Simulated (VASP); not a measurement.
Given:

```
InP
1.0
    0.00000     2.97433     2.97433
    2.97433     0.00000     2.97433
    2.97433     2.97433     0.00000
In P
1 1
Direct
  0.00000   0.00000   0.00000
  0.25000   0.25000   0.25000
```

The numbers are results of PBE GGA, VASP's PBE PAW potentials (set 64) (plane waves; VASP), not measurements. Numerical set-up: 350 eV cut-off, 7×7×7 Γ-centred mesh, Gaussian smearing of 0.050 eV, potentials In_d P.

Unless said otherwise, spin-orbit coupling is left out, though it shifts the bands of the heavy elements here.

Problem. Predict the energy per atom (σ→0), band gap (on the k-mesh) with the smallest direct gap where there is one.

Solution. 
* **band gap (on the k-mesh)**: 0.47 eV
* **smallest direct gap (on the k-mesh)**: 0.47 eV
* **energy per atom (σ→0)**: -4.200 eV/atom

Only differences to runs with the same potentials and settings are physical.

The compound is InP in the zinc blende structure. It was relaxed first.
